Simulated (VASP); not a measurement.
VASP input:

### INCAR
```
SYSTEM = SiC
PREC = Accurate
ENCUT = 400
EDIFF = 1E-6
NELM = 100
ALGO = Normal
LREAL = .FALSE.
LASPH = .TRUE.
ISMEAR = 0
SIGMA = 0.05
GGA = PS
LWAVE = .FALSE.
LCHARG = .FALSE.
ISIF = 2
```

**POSCAR**
```
SiC
1.0
  0.0000000000   2.1648040000   2.1648040000
  2.1648040000   0.0000000000   2.1648040000
  2.1648040000   2.1648040000   0.0000000000
Si C
1 1
direct
  0.2500000000   0.2500000000   0.2500000000
  0.0000000000   0.0000000000   0.0000000000
```

File KPOINTS:
```
Automatic mesh
0
Gamma
11 11 11
0 0 0
```

POTCAR, in this order: Si C (PBE.64 set). Program: vasp_std.

Task: Write an equivalent input for Ansatz.

Result: One equivalent input (not run):
Ansatz 0.2 input:
```yaml
crystal:
  lattice:
    - [0.0000000, 2.1648040, 2.1648040]
    - [2.1648040, 0.0000000, 2.1648040]
    - [2.1648040, 2.1648040, 0.0000000]
  atoms:
    - { symbol: Si, position: [0.2500000, 0.2500000, 0.2500000] }
    - { symbol: C, position: [0.0000000, 0.0000000, 0.0000000] }
kpoints:
  mp_grid: { grid: [11, 11, 11] }
hamiltonian:
  xc: pbesol
  pseudopotentials: { kind: paw }
scf:
  occupations: { method: gaussian, width: 0.05 }
  max_iter: 100
output: { forces: true, stress: true, eigenvalues: true }
```
What does not carry over: each code has its own PAW files, so the cut-off isn't converted (ENCUT is set for VASP's; basis.ecutwfc is left out, and Ansatz then takes the one that its files recommend); Ansatz stops its SCF on the density residual and VASP on the energy change (EDIFF).

The structure comes from a computed database's SiC entry; how it stands against other phases isn't given here. The cell was not relaxed at this level.
